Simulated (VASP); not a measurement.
These are r2SCAN meta-GGA, VASP's PBE PAW potentials (set 64) (plane waves; VASP 6.6.1) values and carry that method's errors.

Input for VASP

**POSCAR**
```
PbO
1.0
  3.9940879531   0.0000000000   0.0000000000
  0.0000000000   3.9940879531   0.0000000000
  0.0000000000   0.0000000000   5.2967056903
Pb O
2 2
Direct
  0.5000000000   0.0000000000   0.7650000000
  0.0000000000   0.5000000000   0.2350000000
  0.5000000000   0.5000000000   0.0000000000
  0.0000000000   0.0000000000   0.0000000000
```

**INCAR**
```
# general
SYSTEM  = PbO
PREC    = Normal
ENCUT   = 500
LREAL   = .FALSE.
LASPH   = .TRUE.

# electronic loop
EDIFF   = 1E-5
NELM    = 100
NELMIN  = 4
ALGO    = Normal
LMAXMIX = 4
LMIXTAU = .TRUE.

# smearing
ISMEAR  = 0
SIGMA   = 0.05

# functional
METAGGA = R2SCAN

# ions
IBRION  = 2
NSW     = 20
ISIF    = 2
EDIFFG  = -0.03

# output
LWAVE   = .FALSE.
LCHARG  = .FALSE.
```

### KPOINTS
```
Automatic mesh
0
Gamma
8 8 6
```

POTCAR, in this order: Pb_d O (PBE.64 set). Program: vasp_std.

Output of the run:

**OSZICAR**
```
       N       E                     dE             d eps       ncg     rms          rms(c)
DAV:   1     0.341996534643E+03    0.34200E+03   -0.20076E+04  2880   0.194E+03
DAV:   2    -0.831037315273E+02   -0.42510E+03   -0.41754E+03  3040   0.495E+02
DAV:   3    -0.143127613888E+03   -0.60024E+02   -0.57841E+02  3904   0.197E+02
DAV:   4    -0.145298179511E+03   -0.21706E+01   -0.21690E+01  3200   0.428E+01
DAV:   5    -0.145377514511E+03   -0.79335E-01   -0.79318E-01  4096   0.774E+00    0.113E+01
DAV:   6    -0.132452597294E+03    0.12925E+02   -0.27194E+01  4776   0.631E+01    0.391E+00
DAV:   7    -0.128830455318E+03    0.36221E+01   -0.27955E+00  2992   0.126E+01    0.231E+00
DAV:   8    -0.133162820794E+03   -0.43324E+01   -0.12515E+00  3720   0.120E+01    0.570E-01
DAV:   9    -0.129241829880E+03    0.39210E+01   -0.58064E-01  3336   0.686E+00    0.419E-01
DAV:  10    -0.129374504538E+03   -0.13267E+00   -0.11314E-01  3344   0.304E+00    0.253E-01
DAV:  11    -0.129354532407E+03    0.19972E-01   -0.10251E-01  2920   0.295E+00    0.175E-01
DAV:  12    -0.129462330828E+03   -0.10780E+00   -0.47095E-02  3248   0.190E+00    0.466E-02
DAV:  13    -0.129472918279E+03   -0.10587E-01   -0.31974E-03  3744   0.505E-01    0.303E-02
DAV:  14    -0.129474457929E+03   -0.15396E-02   -0.13106E-03  3528   0.396E-01    0.270E-02
DAV:  15    -0.129474441581E+03    0.16348E-04   -0.56399E-04  3232   0.244E-01    0.186E-02
DAV:  16    -0.129474785566E+03   -0.34399E-03   -0.88969E-05  2976   0.795E-02    0.932E-03
DAV:  17    -0.129474849129E+03   -0.63563E-04   -0.19808E-04  2992   0.132E-01    0.252E-03
DAV:  18    -0.129474892331E+03   -0.43202E-04   -0.86812E-06  2688   0.276E-02    0.274E-03
DAV:  19    -0.129474938893E+03   -0.46563E-04   -0.10217E-05  2048   0.313E-02    0.911E-04
DAV:  20    -0.129474946306E+03   -0.74127E-05   -0.35469E-06  1744   0.214E-02
   1 F= -.12947495E+03 E0= -.12947495E+03  d E =-.129475E+03
       N       E                     dE             d eps       ncg     rms          rms(c)
DAV:   1    -0.129350014852E+03    0.12492E+00   -0.27556E+01  3424   0.311E+01    0.607E-01
DAV:   2    -0.129506309863E+03   -0.15630E+00   -0.11951E+00  4016   0.940E+00    0.355E-01
DAV:   3    -0.129519532980E+03   -0.13223E-01   -0.16212E-02  3320   0.128E+00    0.241E-01
DAV:   4    -0.129519629339E+03   -0.96359E-04   -0.56275E-03  4208   0.105E+00    0.996E-02
DAV:   5    -0.129520577099E+03   -0.94776E-03   -0.44916E-03  3440   0.638E-01    0.400E-02
DAV:   6    -0.129521537647E+03   -0.96055E-03   -0.90332E-04  3080   0.266E-01    0.166E-02
DAV:   7    -0.129521480991E+03    0.56656E-04   -0.16796E-04  3224   0.133E-01    0.121E-02
DAV:   8    -0.129521560584E+03   -0.79593E-04   -0.11145E-04  2864   0.803E-02    0.247E-03
DAV:   9    -0.129521563754E+03   -0.31694E-05   -0.20941E-05  2560   0.491E-02
   2 F= -.12952156E+03 E0= -.12952156E+03  d E =-.466174E-01
       N       E                     dE             d eps       ncg     rms          rms(c)
DAV:   1    -0.129516633297E+03    0.49273E-02   -0.15691E+00  3464   0.705E+00    0.129E-01
DAV:   2    -0.129521946006E+03   -0.53127E-02   -0.43305E-02  3992   0.215E+00    0.819E-02
DAV:   3    -0.129523289132E+03   -0.13431E-02   -0.10878E-03  3184   0.335E-01    0.526E-02
DAV:   4    -0.129523291714E+03   -0.25819E-05   -0.36113E-04  4024   0.278E-01    0.159E-02
DAV:   5    -0.129523273933E+03    0.17781E-04   -0.26192E-04  3000   0.160E-01    0.925E-03
DAV:   6    -0.129523382138E+03   -0.10821E-03   -0.10728E-04  2984   0.100E-01    0.378E-03
DAV:   7    -0.129523392327E+03   -0.10189E-04   -0.44554E-06  2400   0.213E-02    0.197E-03
DAV:   8    -0.129523390842E+03    0.14854E-05   -0.16995E-06  1768   0.132E-02
   3 F= -.12952339E+03 E0= -.12952339E+03  d E =-.484445E-01
```

**OUTCAR**
```
------------------------ aborting loop because EDIFF is reached ----------------------------------------
  FORCE on cell =-STRESS in cart. coord.  units (eV):
  Direction    XX          YY          ZZ          XY          YZ          ZX
  --------------------------------------------------------------------------------------
  Total        0.0249176      0.0249176     -0.0367021      0.0000000      0.0000000      0.0000000
  in kB        0.4724708      0.4724708     -0.6959215      0.0000000      0.0000000      0.0000000
  external PRESSURE =       0.0830067 kB  Pullay stress =       0.0000000 kB
  volume of cell :       84.50
      direct lattice vectors                 reciprocal lattice vectors
     3.994087953  0.000000000  0.000000000     0.250370050  0.000000000  0.000000000
     0.000000000  3.994087953  0.000000000     0.000000000  0.250370050  0.000000000
     0.000000000  0.000000000  5.296705690     0.000000000  0.000000000  0.188796595
 POSITION                                       TOTAL-FORCE (eV/Angst)
 -----------------------------------------------------------------------------------
      1.99704      0.00000      4.10556        -0.000000      0.000000     -0.002441
      0.00000      1.99704      1.19114         0.000000      0.000000      0.002441
      1.99704      1.99704      0.00000        -0.000000     -0.000000      0.000000
      0.00000      0.00000      0.00000         0.000000      0.000000      0.000000
 -----------------------------------------------------------------------------------
    total drift:                                0.000000     -0.000000      0.000000
  FREE ENERGIE OF THE ION-ELECTRON SYSTEM (eV)
  ---------------------------------------------------
  free  energy   TOTEN  =      -129.5233908420 eV

  energy  without entropy=     -129.5233908420  energy(sigma->0) =     -129.52339084

 reached required accuracy - stopping structural energy minimisation
```
(Selected blocks of OUTCAR.)

CONTCAR:
```
PbO
   1.00000000000000
     3.9940879531000002    0.0000000000000000    0.0000000000000000
     0.0000000000000000    3.9940879531000002    0.0000000000000000
     0.0000000000000000    0.0000000000000000    5.2967056902999996
  Pb              O
     2     2
Direct
     0.5000000000000000    0.0000000000000000    0.7751159252667095
     0.0000000000000000    0.5000000000000000    0.2248840747332905
     0.5000000000000000    0.5000000000000000    0.0000000000000000
     0.0000000000000000    0.0000000000000000    0.0000000000000000
```

The compound is PbO in the litharge structure. This run relaxes the ions in a fixed cell. Symmetry was kept, so distortions that lower it aren't found.
